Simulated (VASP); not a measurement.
Input for VASP

INCAR:
```
! general
SYSTEM   =  MgSe
PREC     =  Accurate
ENCUT    =  400
LREAL    =  .FALSE.
LASPH    =  .TRUE.

! electronic loop
EDIFF    =  1E-6
NELM     =  100
ALGO     =  Normal
LMAXMIX  =  4

! smearing
ISMEAR   =  0
SIGMA    =  0.05

! ions
IBRION   =  2
NSW      =  60
ISIF     =  3
EDIFFG   =  -0.01

! output
LWAVE    =  .FALSE.
LCHARG   =  .FALSE.
```

KPOINTS:
```
Automatic mesh
0
Gamma
7 7 7
0 0 0
```

### POSCAR
```
MgSe
1.0
  0.0000000000   2.9689300000   2.9689300000
  2.9689300000   0.0000000000   2.9689300000
  2.9689300000   2.9689300000   0.0000000000
Mg Se
1 1
direct
  0.0000000000   0.0000000000   0.0000000000
  0.2500000000   0.2500000000   0.2500000000
```

POTCAR, in this order: Mg Se (LDA.64 set). Program: vasp_std.

Write an equivalent input for Quantum ESPRESSO's pw.x.

One equivalent input (not run):
```
&CONTROL
  calculation = 'vc-relax'
  pseudo_dir = './pseudo'
  outdir = './out'
  tprnfor = .true.
  tstress = .true.
  nstep = 60
  forc_conv_thr = 0.00039
/
&SYSTEM
  ibrav = 0
  nat = 2
  ntyp = 2
  ecutwfc = 86
  occupations = 'smearing'
  smearing = 'gaussian'
  degauss = 0.003675
  input_dft = 'pz'
/
&ELECTRONS
  conv_thr = 7.3e-08
  electron_maxstep = 100
/
&IONS
/
&CELL
/
ATOMIC_SPECIES
  Mg 24.305 Mg.upf
  Se 78.971 Se.upf
CELL_PARAMETERS angstrom
     0.0000000    2.9689300    2.9689300
     2.9689300    0.0000000    2.9689300
     2.9689300    2.9689300    0.0000000
ATOMIC_POSITIONS crystal
  Mg   0.0000000  0.0000000  0.0000000
  Se   0.2500000  0.2500000  0.2500000
K_POINTS automatic
  7 7 7 0 0 0
```
Limits of the translation: the potentials are each code's own (VASP's PAW set, PseudoDojo norm-conserving files in pw.x), so ENCUT and ecutwfc are chosen apart and not converted; conv_thr bounds pw.x's estimated SCF error, while EDIFF bounds the energy change between steps; forc_conv_thr acts on force components and is met together with etot_conv_thr.

The structure comes from a computed database's MgSe entry (F-43m); how it stands against other phases isn't given here. This run relaxes it. Symmetry was kept, so distortions that lower it aren't found.
